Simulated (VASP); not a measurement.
Output of a VASP run:

OSZICAR:
```
       N       E                     dE             d eps       ncg     rms          rms(c)
DAV:   1    -0.162586299317E+01   -0.16259E+01   -0.96871E+02  1530   0.332E+02
DAV:   2    -0.398344877633E+01   -0.23576E+01   -0.22373E+01  1920   0.330E+01
DAV:   3    -0.399965322721E+01   -0.16204E-01   -0.16205E-01  1895   0.337E+00
DAV:   4    -0.399969979195E+01   -0.46565E-04   -0.46565E-04  1905   0.174E-01
DAV:   5    -0.399970011507E+01   -0.32312E-06   -0.32266E-06  1910   0.117E-02    0.179E+00
DAV:   6    -0.397940305132E+01    0.20297E-01   -0.12655E-03  1655   0.242E-01    0.101E+00
DAV:   7    -0.396580310249E+01    0.13600E-01   -0.36896E-03  1595   0.399E-01    0.224E-01
DAV:   8    -0.396577590581E+01    0.27197E-04   -0.31121E-05  2045   0.574E-02    0.490E-02
DAV:   9    -0.396577564480E+01    0.26101E-06   -0.21130E-07  1545   0.435E-03
   1 F= -.22532766E+01 E0= -.22534007E+01  d E =-.225328E+01
```

**OUTCAR**
```
------------------------ aborting loop because EDIFF is reached ----------------------------------------
  FORCE on cell =-STRESS in cart. coord.  units (eV):
  Direction    XX          YY          ZZ          XY          YZ          ZX
  --------------------------------------------------------------------------------------
  Total        1.7021130      1.7021130      1.7021130      0.0000000      0.0000000     -0.0000000
  in kB      198.7870287    198.7870287    198.7870287      0.0000000      0.0000000     -0.0000000
  external PRESSURE =      -1.2129713 kB  Pullay stress =     200.0000000 kB
  volume of cell :       13.72
      direct lattice vectors                 reciprocal lattice vectors
     0.000000000  1.900029348  1.900029348    -0.263153830  0.263153830  0.263153830
     1.900029348  0.000000000  1.900029348     0.263153830 -0.263153830  0.263153830
     1.900029348  1.900029348  0.000000000     0.263153830  0.263153830 -0.263153830
 POSITION                                       TOTAL-FORCE (eV/Angst)
 -----------------------------------------------------------------------------------
      0.00000      0.00000      0.00000         0.000000      0.000000      0.000000
 -----------------------------------------------------------------------------------
    total drift:                               -0.000000     -0.000000     -0.000000
  FREE ENERGIE OF THE ION-ELECTRON SYSTEM (eV)
  ---------------------------------------------------
  free  energy   TOTEN  =        -3.9657756448 eV

  energy  without entropy=       -3.9661479988  energy(sigma->0) =       -3.96589976
  enthalpy is  TOTEN    =        -2.2532766071 eV   P V=        1.7124990376

 reached required accuracy - stopping structural energy minimisation
```
(Selected blocks of OUTCAR.)

**POSCAR**
```
Al
1
   -0.0000000000     1.9000293476     1.9000293476
    1.9000293476    -0.0000000000     1.9000293476
    1.9000293476     1.9000293476     0.0000000000
Al
1
Direct
  0.0000000000   0.0000000000   0.0000000000
```

Task: Write an INCAR and KPOINTS that could have produced this output.

Result: This is not unique; one that fits is the input of the run itself, PBEsol GGA, plane waves, VASP's PBE PAW potentials (set 64).

File KPOINTS:
```
Automatic mesh
0
Gamma
16 16 16
0 0 0
```

**INCAR**
```
PSTRESS = 200   # kbar
LWAVE = .False.
EDIFF = 1E-6   # SCF stop (eV)
EDIFFG = -0.02
IBRION = 2   # conjugate gradients
PREC = Accurate
LCHARG = .False.
NSW = 40   # most ionic steps
SIGMA = 0.1
GGA = PS
SYSTEM = Al
LREAL = .False.
ALGO = Normal
ISMEAR = 1   # Methfessel-Paxton
LASPH = .True.
ISIF = 3   # ions, shape and volume
ENCUT = 500
NELM = 100
```

POTCAR, in this order: Al (PBE.64 set). Program: vasp_std.

The compound is Al in the fcc structure. It was relaxed first under an external pressure of 20 GPa.
